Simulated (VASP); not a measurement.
Output of a VASP run:

File OUTCAR:
```
 ion  position               nearest neighbor table
   1  0.000  0.000  0.000-   2 2.56   2 2.56   2 2.56   2 2.56
   2  0.250  0.250  0.250-   1 2.56   1 2.56   1 2.56   1 2.56
  LATTYP: Found a face centered cubic cell.
 ALAT       =     5.9210350132
 Subroutine PRICEL returns:
 Original cell was already a primitive cell.
 Subroutine GETGRP returns: Found 24 space group operations
The static configuration has the point symmetry T_d .
The dynamic configuration has the point symmetry T_d .
 Subroutine INISYM returns: Found 24 space group operations
 Subroutine IBZKPT returns following result:
 Found     20 irreducible k-points:

 Following reciprocal coordinates:
            Coordinates               Weight
  0.000000  0.000000  0.000000      1.000000
  0.142857  0.000000  0.000000      8.000000
  0.285714  0.000000  0.000000      8.000000
  0.428571  0.000000  0.000000      8.000000
  0.142857  0.142857  0.000000      6.000000
  0.285714  0.142857  0.000000     24.000000
  0.428571  0.142857  0.000000     24.000000
 -0.428571  0.142857  0.000000     24.000000
 -0.285714  0.142857  0.000000     24.000000
 -0.142857  0.142857  0.000000     12.000000
  0.285714  0.285714  0.000000      6.000000
  0.428571  0.285714  0.000000     24.000000
 -0.428571  0.285714  0.000000     24.000000
 -0.285714  0.285714  0.000000     12.000000
  0.428571  0.428571  0.000000      6.000000
 -0.428571  0.428571  0.000000     12.000000
  0.428571  0.285714  0.142857     24.000000
 -0.428571  0.285714  0.142857     48.000000
 -0.428571  0.428571  0.142857     24.000000
 -0.285714  0.428571  0.142857     24.000000
   k-points           NKPTS =     20   k-points in BZ     NKDIM =     20   number of bands    NBANDS=     13
   number of dos      NEDOS =    301   number of ions     NIONS =      2
   total plane-waves  NPLWV =  21952
   dimension x,y,z NGX =    28 NGY =   28 NGZ =   28
   dimension x,y,z NGXF=    56 NGYF=   56 NGZF=   56
   ions per type =               1   1
   PREC   = accura    normal or accurate (medium, high low for compatibility)
   ISTART =      0    job   : 0-new  1-cont  2-samecut
   ICHARG =      2    charge: 1-file 2-atom 10-const
   ISPIN  =      1    spin polarized calculation?
   LNONCOLLINEAR =      F non collinear calculations
   LSORBIT =      F    spin-orbit coupling
   INIWAV =      1    electr: 0-lowe 1-rand  2-diag
   ENCUT  =  400.0 eV  29.40 Ry    5.42 a.u.   6.83  6.83  6.83*2*pi/ulx,y,z
   NELM   =    100;   NELMIN=  2; NELMDL= -5     # of ELM steps
   EDIFF  = 0.1E-05   stopping-criterion for ELM
   LREAL  =      F    real-space projection
   NLSPLINE    = F    spline interpolate recip. space projectors
   LMAXMIX     =    4 max onsite mixed and CHGCAR
   VOSKOWN=      0    Vosko Wilk Nusair interpolation
   EDIFFG = -.1E-01   stopping-criterion for IOM
   NSW    =     60    number of steps for IOM
   NBLOCK =      1;   KBLOCK =     60    inner block; outer block
   IBRION =      2    ionic relax: 0-MD 1-quasi-New 2-CG
   NFREE  =      1    steps in history (QN), initial steepest desc. (CG)
   ISIF   =      3    stress and relaxation
   ISYM   =      2    0-nonsym 1-usesym 2-fastsym
   TEIN   =    0.0    initial temperature
   TEBEG  =    0.0;   TEEND  =   0.0 temperature during run
   SMASS  =  -3.00    Nose mass-parameter (am)
   PSTRESS=    0.0 pullay stress
   NELECT =      18.0000    total number of electrons
   EFERMI =   0.00;   METHOD = LEGACY
   ISMEAR =     0;   SIGMA  =   0.05  broadening in eV -4-tet -1-fermi 0-gaus
   IALGO  =     38    algorithm
   LDIAG  =      T    sub-space diagonalisation (order eigenvalues)
   IMIX   =      4    mixing-type and parameters
     AMIX     =   0.40;   BMIX     =  1.00
     AMIX_MAG =   1.60;   BMIX_MAG =  1.00
     AMIN     =   0.10
   GGA     = PE    functional components
   VOSKOWN =     0    Vosko Wilk Nusair interpolation
   LHFCALC =     F    Hartree Fock is set to
   LHFONE  =     F    Hartree Fock one center treatment
...
```

**OSZICAR**
```
       N       E                     dE             d eps       ncg     rms          rms(c)
DAV:   1     0.905001642160E+02    0.90500E+02   -0.83263E+03   552   0.103E+03
DAV:   2    -0.288498232194E+01   -0.93385E+02   -0.90519E+02   615   0.270E+02
DAV:   3    -0.667064558238E+01   -0.37857E+01   -0.37780E+01   630   0.563E+01
DAV:   4    -0.669727807422E+01   -0.26632E-01   -0.26630E-01   575   0.453E+00
DAV:   5    -0.669767979675E+01   -0.40172E-03   -0.40172E-03   630   0.544E-01    0.766E+00
DAV:   6    -0.616150166510E+01    0.53618E+00   -0.10737E+00   721   0.138E+01    0.612E+00
DAV:   7    -0.614352546178E+01    0.17976E-01   -0.20396E-01   540   0.359E+00    0.309E+00
DAV:   8    -0.614360549676E+01   -0.80035E-04   -0.19207E-02   570   0.207E+00    0.276E-01
DAV:   9    -0.614342866870E+01    0.17683E-03   -0.25790E-03   595   0.822E-01    0.723E-02
DAV:  10    -0.614359720661E+01   -0.16854E-03   -0.29740E-04   560   0.171E-01    0.826E-02
DAV:  11    -0.614368385737E+01   -0.86651E-04   -0.13442E-04   548   0.124E-01    0.162E-02
DAV:  12    -0.614367208654E+01    0.11771E-04   -0.45494E-05   651   0.972E-02    0.836E-03
DAV:  13    -0.614367336921E+01   -0.12827E-05   -0.49892E-06   545   0.159E-02    0.687E-03
DAV:  14    -0.614367321838E+01    0.15083E-06   -0.14659E-07   315   0.308E-03
   1 F= -.61436732E+01 E0= -.61436732E+01  d E =-.614367E+01
```

OUTCAR:
```
------------------------ aborting loop because EDIFF is reached ----------------------------------------
  FORCE on cell =-STRESS in cart. coord.  units (eV):
  Direction    XX          YY          ZZ          XY          YZ          ZX
  --------------------------------------------------------------------------------------
  Total        0.0184831      0.0184831      0.0184831      0.0000000      0.0000000      0.0000000
  in kB        0.5706264      0.5706264      0.5706264      0.0000000      0.0000000      0.0000000
  external PRESSURE =       0.5706264 kB  Pullay stress =       0.0000000 kB
  volume of cell :       51.90
      direct lattice vectors                 reciprocal lattice vectors
     0.000000000  2.960517507  2.960517507    -0.168889391  0.168889391  0.168889391
     2.960517507  0.000000000  2.960517507     0.168889391 -0.168889391  0.168889391
     2.960517507  2.960517507  0.000000000     0.168889391  0.168889391 -0.168889391
  FREE ENERGIE OF THE ION-ELECTRON SYSTEM (eV)
  ---------------------------------------------------
  free  energy   TOTEN  =        -6.1436732184 eV

  energy  without entropy=       -6.1436732184  energy(sigma->0) =       -6.14367322

 reached required accuracy - stopping structural energy minimisation
```
(Selected blocks of OUTCAR.)

### POSCAR
```
CdS
1
   -0.0000000000     2.9605175066     2.9605175066
    2.9605175066     0.0000000000     2.9605175066
    2.9605175066     2.9605175066     0.0000000000
Cd S
1 1
Direct
  0.0000000000   0.0000000000   0.0000000000
  0.2500000000   0.2500000000   0.2500000000
```

Task: Write an INCAR and KPOINTS that could have produced this output.

Result: Several could match; the one computed here: the input of the run itself, PBE GGA, plane waves, VASP's PBE PAW potentials (set 64).

**KPOINTS**
```
Automatic
0
G
7 7 7
0 0 0
```

**INCAR**
```
SYSTEM = CdS
PREC = Accurate; ENCUT = 400; LREAL = .FALSE.
LASPH = .TRUE.
EDIFF = 1E-6; NELM = 100; ALGO = Normal
LMAXMIX = 4
ISMEAR = 0; SIGMA = 0.05
GGA = PE
IBRION = 2; NSW = 60; ISIF = 3
EDIFFG = -0.01
LWAVE = .FALSE.; LCHARG = .FALSE.
```

POTCAR, in this order: Cd S (PBE.64 set). Program: vasp_std.

The compound is CdS in the zinc blende structure, a metastable form; wurtzite is the usual one. It was relaxed first, which changed the volume by +5 %. The start is the result of an earlier pass.
